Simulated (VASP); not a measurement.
Consider the following.

```
O2Si
1.0
   -2.47729     2.47729     3.65567
    2.47729    -2.47729     3.65567
    2.47729     2.47729    -3.65567
Si O
2 4
Direct
  0.00000   0.00000   0.00000
  0.75000   0.25000   0.50000
  0.37500   0.22179   0.34679
  0.77821   0.12500   0.15321
  0.87500   0.02821   0.65321
  0.97179   0.62500   0.84679
```

All values below come from PBEsol GGA, VASP's PBE PAW potentials (set 64) (plane waves; VASP). Run with 400 eV cut-off, 9×9×9 Γ-centred mesh, Gaussian smearing of 0.010 eV, potentials Si O.

Question: Give the energies of bands 6 to 19 at the high-symmetry points, in eV from the valence-band maximum.

Answer: 
```json
[
 {"band": "6", "Γ": "-5.56", "X": "-7.28", "P": "-7.26", "N": "-6.04", "M": "-7.10", "S": "-6.76", "R": "-7.18"},
 {"band": "7", "Γ": "-5.56", "X": "-4.87", "P": "-4.94", "N": "-5.28", "M": "-4.97", "S": "-5.10", "R": "-4.95"},
 {"band": "8", "Γ": "-5.29", "X": "-4.87", "P": "-4.94", "N": "-5.10", "M": "-4.97", "S": "-4.91", "R": "-4.95"},
 {"band": "9", "Γ": "-2.56", "X": "-2.72", "P": "-2.79", "N": "-2.87", "M": "-2.53", "S": "-2.89", "R": "-2.77"},
 {"band": "10", "Γ": "-2.14", "X": "-2.72", "P": "-2.79", "N": "-2.33", "M": "-2.53", "S": "-2.37", "R": "-2.77"},
 {"band": "11", "Γ": "-1.61", "X": "-2.11", "P": "-1.87", "N": "-2.10", "M": "-2.12", "S": "-2.32", "R": "-1.94"},
 {"band": "12", "Γ": "-1.61", "X": "-2.11", "P": "-1.87", "N": "-1.65", "M": "-2.12", "S": "-1.57", "R": "-1.94"},
 {"band": "13", "Γ": "-1.56", "X": "-0.99", "P": "-1.03", "N": "-1.52", "M": "-1.49", "S": "-1.44", "R": "-1.09"},
 {"band": "14", "Γ": "-0.68", "X": "-0.99", "P": "-1.03", "N": "-0.80", "M": "-1.49", "S": "-1.14", "R": "-1.09"},
 {"band": "15", "Γ": "0.00", "X": "-0.34", "P": "-0.45", "N": "-0.50", "M": "-0.33", "S": "-0.65", "R": "-0.47"},
 {"band": "16", "Γ": "0.00", "X": "-0.34", "P": "-0.45", "N": "-0.14", "M": "-0.33", "S": "-0.27", "R": "-0.47"},
 {"band": "17", "Γ": "5.90", "X": "9.11", "P": "9.41", "N": "8.18", "M": "8.89", "S": "9.07", "R": "9.48"},
 {"band": "18", "Γ": "8.71", "X": "9.11", "P": "9.41", "N": "8.98", "M": "8.89", "S": "9.37", "R": "9.48"},
 {"band": "19", "Γ": "10.53", "X": "10.16", "P": "9.57", "N": "9.67", "M": "10.20", "S": "9.37", "R": "9.62"}
]
```

The gap is direct, 5.90 eV, from the valence maximum at Γ to the conduction minimum at Γ.

The structure comes from a computed database's SiO2 entry (I-42d); how it stands against other phases isn't given here. The cell was not relaxed at this level.
